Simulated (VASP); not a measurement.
# B5Ru: single point with PBE

The system is B5Ru.

```
CELL_PARAMETERS angstrom
0.00000 2.80149 2.80149
2.80149 0.00000 2.80149
2.80149 2.80149 0.00000
ATOMIC_POSITIONS crystal
B 0.12225 0.12225 0.63326
B 0.12225 0.63326 0.12225
B 0.75000 0.75000 0.75000
B 0.12225 0.12225 0.12225
B 0.63326 0.12225 0.12225
Ru 0.50000 0.50000 0.50000
```

The cell was built by a generator and needn't be a form met in nature.

The cell isn't the ideal one: species swapped into the HfNi5 type (F-43m, No. 216).

```yaml
Program: VASP 6.6.1
Task: single point
Functional: PBE
Potentials_or_basis: VASP PAW PBE potentials, release 64 (B, Ru_pv)
Cutoff: 520 eV
k_mesh: 12 × 12 × 12
Occupations: gaussian, width 0.1 eV
Spin: no spin polarisation
```

```
Pressure               : 0.0 GPa
Band gap on the k mesh : none (metal or under the smearing width)
```

Forces in eV/Å, atoms in the order of the input:
```
B    0.001  0.001 -0.001
B    0.001 -0.001  0.001
B    0.000  0.000  0.000
B   -0.001 -0.001 -0.001
B   -0.001  0.001  0.001
Ru   0.000  0.000  0.000
```

Levels at points of the mesh, in eV from the Fermi level:
| k point | band 12 | band 13 | band 14 | band 15 | band 16 | band 17 |
| --- | --- | --- | --- | --- | --- | --- |
| (0.00, 0.00, 0.00) | -4.49 | -4.49 | -4.00 | 0.87 | 0.87 | 0.87 |
| (0.50, 0.00, 0.00) | -4.86 | -4.86 | 0.17 | 0.37 | 0.37 | 0.81 |
| (0.50, 0.50, 0.00) | -4.59 | -3.47 | -1.19 | 0.81 | 1.37 | 1.59 |

Wall time 34 s on 1 thread of Intel(R) Xeon(R) 6975P-C (Granite Rapids), with other jobs on the host, peak memory 0.2 GiB.
